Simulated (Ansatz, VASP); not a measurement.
# K2Ge26O53 (glassy 96GeO2-4K2O (mol %)) in two plane-wave programs

One calculation is typed for both programs; each brings its own data sets. How far apart do they land? The structure shown is the start of the Ansatz relaxation below; VASP solves that cell, so the two are compared at the walk's first step.

Program: Ansatz 0.2.0. Level of theory: plane waves, with VASP 6.6.1 beside it; single point at PBE. Results are calculated unless marked as measured.

## 1. Set-up

The cell holds 81 atoms: 26 Ge, 2 K and 53 O. Cell: a = 10.886 Å, b = 10.886 Å, c = 10.886 Å, α = 90.0°, β = 90.0°, γ = 90.0°. As first built, before any earlier steps moved the atoms (in the runner's words): 81 atoms (26 Ge, 2 K, 53 O) placed at random at 3.63 g/cm^3, melted at 4000 K for 10 ps at fixed volume with the Morse and Coulomb pair potential with partial charges (Pedone, Malavasi, Menziani, Cormack and Segre, J. Phys. Chem. B 110, 11780 (2006)). Quenched from 4000 K to 300 K at 20 K/ps and fixed volume, held 10 ps at zero pressure.

## 2. Ansatz: relaxation, PBE

Ansatz runs on its default PAW (the set named soft_2) files.

The two programs are compared at the cell with which this relaxation starts, whose forces are those of its first step.

The input, input.yaml:

```yaml
crystal:
  lattice:
    - [10.88606, 0.0, 0.0]
    - [0.0, 10.88606, 0.0]
    - [0.0, 0.0, 10.88606]
  atoms:
    - { symbol: Ge, position: [0.33387, 0.32281, 0.52362] }
    - { symbol: Ge, position: [0.64111, 0.44975, 0.67312] }
    - { symbol: Ge, position: [0.33146, 0.63724, 0.52412] }
    - { symbol: Ge, position: [0.43793, 0.65048, 0.80056] }
    - { symbol: Ge, position: [0.06962, 0.68321, 0.36105] }
    - { symbol: Ge, position: [0.79178, 0.77715, 0.45932] }
    - { symbol: Ge, position: [0.63718, 0.53243, 0.38256] }
    - { symbol: Ge, position: [0.03954, 0.22641, 0.54898] }
    - { symbol: Ge, position: [0.08967, 0.83375, 0.08457] }
    - { symbol: Ge, position: [0.39054, 0.942, 0.32476] }
    - { symbol: Ge, position: [0.83499, 0.30221, 0.32188] }
    - { symbol: Ge, position: [0.34048, 0.23075, 0.24863] }
    - { symbol: Ge, position: [0.14941, 0.5844, 0.90612] }
    - { symbol: Ge, position: [0.15126, 0.08255, 0.95458] }
    - { symbol: Ge, position: [0.16738, 0.4668, 0.18851] }
    - { symbol: Ge, position: [0.43367, 0.12319, 0.97825] }
    - { symbol: Ge, position: [0.84009, 0.78371, 0.75693] }
    - { symbol: Ge, position: [0.9299, 0.42518, 0.76912] }
    - { symbol: Ge, position: [0.08042, 0.95521, 0.68572] }
    - { symbol: Ge, position: [0.37744, 0.89288, 0.63413] }
    - { symbol: Ge, position: [0.66782, 0.05785, 0.41026] }
    - { symbol: Ge, position: [0.52983, 0.83438, 0.02407] }
    - { symbol: Ge, position: [0.43236, 0.6418, 0.23403] }
    - { symbol: Ge, position: [0.81318, 0.94926, 0.99932] }
    - { symbol: Ge, position: [0.53794, 0.15919, 0.68616] }
    - { symbol: Ge, position: [0.90796, 0.24139, 0.02392] }
    - { symbol: K, position: [0.72436, 0.54845, 0.06733] }
    - { symbol: K, position: [0.8117, 0.13266, 0.7417] }
    - { symbol: O, position: [0.29103, 0.13721, 0.91774] }
    - { symbol: O, position: [0.83168, 0.67103, 0.86238] }
    - { symbol: O, position: [0.05594, 0.51889, 0.80194] }
    - { symbol: O, position: [0.76025, 0.92601, 0.41163] }
    - { symbol: O, position: [0.98114, 0.83787, 0.69766] }
    - { symbol: O, position: [0.97226, 0.30863, 0.66464] }
    - { symbol: O, position: [0.67856, 0.89203, 0.05474] }
    - { symbol: O, position: [0.42664, 0.21591, 0.11162] }
    - { symbol: O, position: [0.29288, 0.57176, 0.20815] }
    - { symbol: O, position: [0.63998, 0.10214, 0.55725] }
    - { symbol: O, position: [0.54095, 0.00969, 0.32973] }
    - { symbol: O, position: [0.0974, 0.77752, 0.23113] }
    - { symbol: O, position: [0.87653, 0.31039, 0.16975] }
    - { symbol: O, position: [0.48669, 0.7793, 0.87117] }
    - { symbol: O, position: [0.53313, 0.53596, 0.76326] }
    - { symbol: O, position: [0.29983, 0.60257, 0.86386] }
    - { symbol: O, position: [0.39645, 0.81322, 0.24433] }
    - { symbol: O, position: [0.07813, 0.03096, 0.82345] }
    - { symbol: O, position: [0.11388, 0.71777, 0.98056] }
    - { symbol: O, position: [0.94465, 0.26178, 0.42616] }
    - { symbol: O, position: [0.54252, 0.5217, 0.25319] }
    - { symbol: O, position: [0.90007, 0.34671, 0.90175] }
    - { symbol: O, position: [0.79324, 0.91598, 0.83515] }
    - { symbol: O, position: [0.18609, 0.27293, 0.52339] }
    - { symbol: O, position: [0.75784, 0.43839, 0.3525] }
    - { symbol: O, position: [0.63164, 0.29939, 0.69874] }
    - { symbol: O, position: [0.47831, 0.99824, 0.67586] }
    - { symbol: O, position: [0.53443, 0.15295, 0.85576] }
    - { symbol: O, position: [0.174, 0.9566, 0.04343] }
    - { symbol: O, position: [0.79768, 0.47569, 0.70041] }
    - { symbol: O, position: [0.39472, 0.29917, 0.37657] }
    - { symbol: O, position: [0.4487, 0.97352, 0.03041] }
    - { symbol: O, position: [0.60145, 0.48316, 0.5244] }
    - { symbol: O, position: [0.73288, 0.18021, 0.34184] }
    - { symbol: O, position: [0.23507, 0.9132, 0.6781] }
    - { symbol: O, position: [0.38685, 0.72438, 0.65318] }
    - { symbol: O, position: [0.05315, 0.17914, 0.02457] }
    - { symbol: O, position: [0.04401, 0.06655, 0.57872] }
    - { symbol: O, position: [0.94398, 0.72833, 0.43612] }
    - { symbol: O, position: [0.43281, 0.64535, 0.40338] }
    - { symbol: O, position: [0.68833, 0.67947, 0.39064] }
    - { symbol: O, position: [0.22095, 0.32402, 0.22494] }
    - { symbol: O, position: [0.82688, 0.11302, 0.00233] }
    - { symbol: O, position: [0.36605, 0.89552, 0.47613] }
    - { symbol: O, position: [0.14085, 0.48551, 0.03506] }
    - { symbol: O, position: [0.06858, 0.53657, 0.28907] }
    - { symbol: O, position: [0.51294, 0.69471, 0.09017] }
    - { symbol: O, position: [0.32642, 0.47999, 0.54576] }
    - { symbol: O, position: [0.93907, 0.88626, 0.05669] }
    - { symbol: O, position: [0.76124, 0.7667, 0.61984] }
    - { symbol: O, position: [0.18915, 0.67902, 0.4679] }
    - { symbol: O, position: [0.41047, 0.23009, 0.62064] }
    - { symbol: O, position: [0.31318, 0.07703, 0.28552] }
kpoints:
  mp_grid: { grid: [1, 1, 1] }
hamiltonian:
  xc: pbe
scf:
  occupations: { method: fixed }
output:
  forces: true
relax:
  f_tol: 0.05
  max_steps: 150
  cell: {}
```

Run with:

```
$ ansatz run input.yaml --threads 4 --pin off --max-ram 8192MiB --backend cpu --events-out ev --progress --plain --runs-dir out
```

Numbers of over 12 decimals in the logs are rounded to 6 here.

The program printed:

```text
Engine: ansatz 0.2.0, aarch64-unknown-linux-gnu
Pseudopotentials: kind: paw
Pseudopotential: Ge, paw, valence charge 14, recommended cutoff 420 eV (normal), Ge.paw.azcp
Pseudopotential: K, paw, valence charge 9, recommended cutoff 420 eV (normal), K.paw.azcp
Pseudopotential: O, paw, valence charge 6, recommended cutoff 420 eV (normal), O.paw.azcp
Functional definition: PBE
  parameter kappa = 0.804
  parameter beta = 0.066725
  exchange = pbe_x(kappa = kappa, mu = beta*pi^2/3)
  correlation = pbe_c(beta = beta)
Crystal: 81 atoms, lattice volume = 1290.067 Å³
Basis set: ecut = 420 eV, 25269 PW (Γ), exchange–correlation on 150×150×150 points (8 copies of the dense FFT grid, shifted against one another)
Bands: 431, of which v1, the nominal top of the filled ones, is band 350 counted from 1 (349 counted from 0)
Symmetry: 1 space group operations
Space group: P1 (ITA 1), of the structure as read, at distance tolerance 1.1e-4 Å
k-points: 1
Non-local potential: Ge, projectors of the file, l = 0: 2, l = 1: 2, l = 2: 3, l = 3: 1
Non-local potential: K, projectors of the file, l = 0: 3, l = 1: 2, l = 2: 2
Non-local potential: O, projectors of the file, l = 0: 2, l = 1: 2, l = 2: 1
PAW form: soft (Blöchl's): semilocal exchange-correlation on the pseudo side does not see the compensation charge
PAW one-centre angular grid: Ge, 590 points (default); XC on 64 Gauss nodes
PAW one-centre angular grid: K, 110 points (default); XC on 64 Gauss nodes
PAW one-centre angular grid: O, 110 points (default); XC on 64 Gauss nodes
Initial density: superposition of atomic densities (neutral atoms: chi_scale 0, normalization atom), corrected by the library's trained network
Initial wavefunctions: pseudopotential atomic-orbital guess
Functional: x = pbe(κ = 0.804, μ = 0.219515), c = pbe(β = 0.066725)
SCF iter   1: F=—  HF=-144802.565754 eV  |F-HF|=—  |Δ(HF+E_count)|=         —  Δρ=3.10e-3  dr2=1.57e-1  ethr=1.77e-3  ⟨swp⟩=5.0  Hψ=1330  notcnv=0  defer=79
preconditioner: auto → Resta (q_TF=auto, 2.464 Å⁻¹)  ε∞=2.7  [insulator: Δε(μ)=1.294 eV  Ē_g=21.037 eV  n_scr=340 (ndim 8)  ℏωp=27.4 eV  f_vac=0.276  ε∞_Penn≈2.7]
SCF iter   2: F=—  HF=-144802.551527 eV  |F-HF|=—  |Δ(HF+E_count)|=   1.42e-2  Δρ=1.78e-3  dr2=3.09e-2  ethr=2.25e-5  ⟨swp⟩=2.0  Hψ=635  notcnv=0  defer=79
SCF iter   3: F=—  HF=-144802.549801 eV  |F-HF|=—  |Δ(HF+E_count)|=   1.73e-3  Δρ=7.39e-4  dr2=9.82e-3  ethr=4.41e-6  ⟨swp⟩=2.0  Hψ=582  notcnv=0  defer=79
SCF iter   4: F=—  HF=-144802.549614 eV  |F-HF|=—  |Δ(HF+E_count)|=   1.87e-4  Δρ=3.45e-4  dr2=1.52e-3  ethr=1.40e-6  ⟨swp⟩=2.0  Hψ=584  notcnv=0  defer=79
SCF iter   5: F=—  HF=-144802.549496 eV  |F-HF|=—  |Δ(HF+E_count)|=   1.18e-4  Δρ=1.35e-4  dr2=2.55e-4  ethr=2.18e-7  ⟨swp⟩=2.0  Hψ=638  notcnv=0  defer=78
SCF iter   6: F=—  HF=-144802.549540 eV  |F-HF|=—  |Δ(HF+E_count)|=   4.46e-5  Δρ=4.89e-5  dr2=3.19e-5  ethr=3.64e-8  ⟨swp⟩=2.0  Hψ=577  notcnv=0  defer=72
SCF iter   7: F=—  HF=-144802.548146 eV  |F-HF|=—  |Δ(HF+E_count)|=   1.39e-3  Δρ=1.91e-5  dr2=4.45e-6  ethr=4.56e-9  ⟨swp⟩=2.0  Hψ=708  notcnv=0  defer=72
SCF iter   8: F=—  HF=-144802.548148 eV  |F-HF|=—  |Δ(HF+E_count)|=   2.68e-6  Δρ=6.09e-6  dr2=5.21e-7  ethr=6.36e-10  ⟨swp⟩=2.0  Hψ=582  notcnv=0  defer=72
SCF iter   9: F=—  HF=-144802.548149 eV  |F-HF|=—  |Δ(HF+E_count)|=   2.70e-7  Δρ=2.85e-6  dr2=1.01e-7  ethr=1.43e-11  ⟨swp⟩=4.0  Hψ=1301  notcnv=0
SCF iter  10: F=-144802.548149 eV  HF=-144802.548149 eV  |F-HF|=4.25e-9  |Δ(HF+E_count)|=   2.15e-8  Δρ=1.02e-6  dr2=1.31e-8  ethr=1.43e-11  ⟨swp⟩=4.0  Hψ=1110  notcnv=0
SCF 1 converged in 10 iterations: F = -144802.548149 eV  dr2 = 1.31e-8
  greatest PAW one-centre occupation: 0.999 electrons in one spin orbital (limit 2), on the Ge atom at site 22 (counted from 0), in its partial waves of l = 2
relax step   1: F+E_penalty+E_count = -144802.54814858 eV  Δ(F+E_penalty+E_count) = +0.000e0 eV  max|allowed force component| = 3.393e0 eV/Å  Δτ_max = 0.0000 Å  P = +6.677 GPa  Ω = 1290.067 Å³  (10 SCF iters, dr2 threshold 1.00e-7 eV, accepted)
Crystal: 81 atoms, lattice volume = 1306.626 Å³
Basis set: ecut = 420 eV, 25541 PW (Γ), exchange–correlation on 150×150×150 points (8 copies of the dense FFT grid, shifted against one another)
Initial density: handed on by an earlier stage of this run
Initial wavefunctions: those handed on with the density
iter 1 solved again at ethr=2.72e-4 eV; its pass at ethr=3.10e-3 eV (dr2=1.91e0 eV) is discarded
SCF iter   1: F=—  HF=-144808.217908 eV  |F-HF|=—  |Δ(HF+E_count)|=         —  Δρ=1.97e-2  dr2=1.91e0  ethr=2.72e-4  ⟨swp⟩=1.0  Hψ=1744  notcnv=0  defer=77
preconditioner: auto → Resta (q_TF=auto, 2.459 Å⁻¹)  ε∞=2.7  [insulator: Δε(μ)=1.313 eV  Ē_g=20.925 eV  n_scr=336 (ndim 8)  ℏωp=27.2 eV  f_vac=0.280  ε∞_Penn≈2.7]
[...]
atom  54  O      0.01218646    -0.00624707    -0.00442635
  atom  55  O     -0.00532776     0.00045892    -0.00250056
  atom  56  O     -0.00631405     0.00444778     0.00242834
  atom  57  O     -0.00105943    -0.00092516    -0.00171158
  atom  58  O     -0.01367443    -0.00142416     0.01241094
  atom  59  O     -0.00142764     0.00023129    -0.00055921
  atom  60  O     -0.00617670    -0.00390248    -0.00196355
  atom  61  O      0.00396998    -0.00244743    -0.00184691
  atom  62  O      0.00110188     0.00019424     0.00176762
  atom  63  O      0.00290017     0.00242817    -0.00179090
  atom  64  O     -0.00212436    -0.00126624    -0.00478398
  atom  65  O      0.00370668     0.00016296     0.00024540
  atom  66  O      0.00037648    -0.00143504     0.00332031
  atom  67  O     -0.00215007     0.00196799    -0.00677861
  atom  68  O     -0.00288115    -0.00826022     0.00301711
  atom  69  O     -0.00248874    -0.00352048     0.00050550
  atom  70  O      0.00125342     0.00190163    -0.00002830
  atom  71  O     -0.00195866    -0.00167163     0.00121095
  atom  72  O      0.00230061     0.00003485    -0.00032303
  atom  73  O     -0.00057300     0.00141660    -0.00446423
  atom  74  O     -0.00009112    -0.00101129    -0.00105815
  atom  75  O     -0.00584511     0.00211766    -0.00122642
  atom  76  O     -0.00436839    -0.00181939    -0.00469884
  atom  77  O      0.00009355     0.00030016    -0.00074624
  atom  78  O      0.00094282    -0.00467296     0.00162932
  atom  79  O      0.00047713    -0.00088871    -0.00116176
  atom  80  O      0.00337202    -0.00225059     0.00159937
  atom  81  O      0.00233855    -0.00142533    -0.00091540
  max |Σ_I F_I| component: 8.49e-6 eV/Å
--- Stress (GPa, compression-positive) ---
       -0.016881       0.004261       0.002597
        0.004261      -0.025872       0.001032
        0.002597       0.001032      -0.019788
  P = ⅓ Tr σ = -0.0208 GPa (-0.208 kbar)
--- Relaxed structure (28 steps of the walk, 27 accepted, 3 SCFs on fresh bases) ---
  F+E_penalty+E_count = -144813.73269103 eV   max|allowed force component| = 1.367e-2 eV/Å   (the final SCF, on the basis selected at the relaxed cell)
  cell:  # Å, volume = 1224.5164 Å³
    - [11.084593, 0.035763, 0.188700]
    - [0.035763, 10.327814, -0.145893]
    - [0.188700, -0.145893, 10.701782]
  atoms:
    - { symbol: Ge, position: [0.320024, 0.320515, 0.520768] }
    - { symbol: Ge, position: [0.617197, 0.468874, 0.680331] }
    - { symbol: Ge, position: [0.331426, 0.631226, 0.503811] }
    - { symbol: Ge, position: [0.423220, 0.670902, 0.805370] }
    - { symbol: Ge, position: [0.085843, 0.685045, 0.346915] }
    - { symbol: Ge, position: [0.817852, 0.793517, 0.467581] }
    - { symbol: Ge, position: [0.665061, 0.550684, 0.389424] }
    - { symbol: Ge, position: [0.034549, 0.228377, 0.534469] }
    - { symbol: Ge, position: [0.077542, 0.822037, 0.075644] }
    - { symbol: Ge, position: [0.411381, 0.949206, 0.326981] }
    - { symbol: Ge, position: [0.827055, 0.290083, 0.324827] }
    - { symbol: Ge, position: [0.358606, 0.240656, 0.240167] }
    - { symbol: Ge, position: [0.149569, 0.563373, 0.899284] }
    - { symbol: Ge, position: [0.145464, 0.090161, 0.960982] }
    - { symbol: Ge, position: [0.184080, 0.463307, 0.186784] }
    - { symbol: Ge, position: [0.436875, 0.138869, 0.978328] }
    - { symbol: Ge, position: [0.884520, 0.749698, 0.750449] }
    - { symbol: Ge, position: [0.914302, 0.431769, 0.774748] }
    - { symbol: Ge, position: [0.087726, 0.969352, 0.695984] }
    - { symbol: Ge, position: [0.365553, 0.913935, 0.618776] }
    - { symbol: Ge, position: [0.667777, 0.066789, 0.443906] }
    - { symbol: Ge, position: [0.509085, 0.832132, 0.039432] }
    - { symbol: Ge, position: [0.452438, 0.634299, 0.227312] }
    - { symbol: Ge, position: [0.803145, 0.919174, 1.005428] }
    - { symbol: Ge, position: [0.501159, 0.173920, 0.682158] }
    - { symbol: Ge, position: [0.896992, 0.229909, 0.031598] }
    - { symbol: K, position: [0.707520, 0.531756, 0.024623] }
    - { symbol: K, position: [0.788958, 0.127378, 0.750945] }
    - { symbol: O, position: [0.286354, 0.158760, 0.923672] }
    - { symbol: O, position: [0.874315, 0.604234, 0.831783] }
    - { symbol: O, position: [0.076167, 0.475957, 0.781374] }
    - { symbol: O, position: [0.785254, 0.961180, 0.489675] }
    - { symbol: O, position: [1.022286, 0.813697, 0.687057] }
    - { symbol: O, position: [0.959010, 0.294306, 0.667430] }
    - { symbol: O, position: [0.674218, 0.832256, 0.053829] }
    - { symbol: O, position: [0.450885, 0.260560, 0.101907] }
    - { symbol: O, position: [0.315463, 0.544603, 0.232963] }
    - { symbol: O, position: [0.634424, 0.170981, 0.574449] }
    - { symbol: O, position: [0.560681, -0.030624, 0.371640] }
    - { symbol: O, position: [0.143095, 0.763858, 0.211156] }
    - { symbol: O, position: [0.848833, 0.325428, 0.164043] }
    - { symbol: O, position: [0.442523, 0.820164, 0.884801] }
    - { symbol: O, position: [0.565678, 0.594262, 0.791410] }
    - { symbol: O, position: [0.305094, 0.570228, 0.853720] }
    - { symbol: O, position: [0.427085, 0.822291, 0.208708] }
    - { symbol: O, position: [0.045757, 0.059727, 0.835343] }
    - { symbol: O, position: [0.089319, 0.719873, 0.939649] }
    - { symbol: O, position: [0.951159, 0.221110, 0.396462] }
    - { symbol: O, position: [0.582653, 0.526410, 0.251835] }
    - { symbol: O, position: [0.867349, 0.339519, 0.912138] }
    - { symbol: O, position: [0.821803, 0.882625, 0.841412] }
    - { symbol: O, position: [0.167061, 0.305564, 0.483815] }
[...]
- { symbol: O, position: [0.063692, 0.523459, 0.289543] }
    - { symbol: O, position: [0.494742, 0.656050, 0.063122] }
    - { symbol: O, position: [0.329463, 0.482788, 0.578584] }
    - { symbol: O, position: [0.922066, 0.863604, 0.098842] }
    - { symbol: O, position: [0.799415, 0.720490, 0.614982] }
    - { symbol: O, position: [0.182144, 0.680785, 0.475764] }
    - { symbol: O, position: [0.352581, 0.187063, 0.614252] }
    - { symbol: O, position: [0.326752, 0.075954, 0.267634] }
```

The column dr2 measures how far the density is from self-consistency, as an energy; F and HF (Harris–Foulkes) agree once it is small.

[end of part 1 of 2]

[Lines on the potential files, build, host, timing and source positions are cut from VASP's logs without a mark.]

[Logs are printed without paths, hosts, clocks, repeated set-up lines and the standing remarks that a program may print on its own settings, such as how far it seeks lower states.]

[Hosts, paths, dates, database ids (printed as entryN), source tags and the programs' standing remarks are cut or masked in the printed files.]
